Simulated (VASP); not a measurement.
Input of a VASP 6.6.1 run:

The input INCAR:

```
PREC = Accurate
ENCUT = 520
EDIFF = 1E-7
ISMEAR = 0
SIGMA = 0.1
LREAL = False
LASPH = True
NELM = 100
ALGO = Fast
ISIF = 2
LWAVE = False
LCHARG = False
GGA = PE
IVDW = 12
NBANDS = 28
```

Contents of KPOINTS:

```
Automatic mesh
0
Gamma
  4 4 4
```

Contents of POSCAR:

```
BiP
1.0
    4.4000260900      0.0000000000      0.0000000000
    0.0000000000      4.4000260900      0.0000000000
    0.0000000000      0.0000000000      6.1759631600
Bi P
2 2
Direct
    0.0000000000      0.0000000000      0.0000000000
    0.5000000000      0.5000000000      0.0000000000
    0.0000000000      0.5000000000      0.2449790500
    0.5000000000      0.0000000000      0.7550209500
```

Potentials or basis: VASP PAW PBE potentials, release 64 (Bi_d, P).

Launch:

```console
$ cat potpaw_PBE.64/Bi_d/POTCAR potpaw_PBE.64/P/POTCAR > POTCAR
$ mpirun -np 1 vasp_std > vasp.out
```

(1) Estimate the band gap on the k mesh.

(2) What does it give for the pressure?

(3) Estimate the dispersion energy per atom.

(4) Estimate the largest force.

## Answers

(1) none (metal or under the smearing width).

(2) 15.3 GPa.

(3) -0.350 eV.

(4) 1.914 eV/Å.

Caveat: so large a pressure means that the cell lies far from this level's equilibrium, or that cutoff or potentials fall short; spin-orbit coupling is left out, which moves the levels of the heavy elements; forces of over 1 eV/Å show positions far from the minimum, so gaps and moduli don't describe the material at rest.
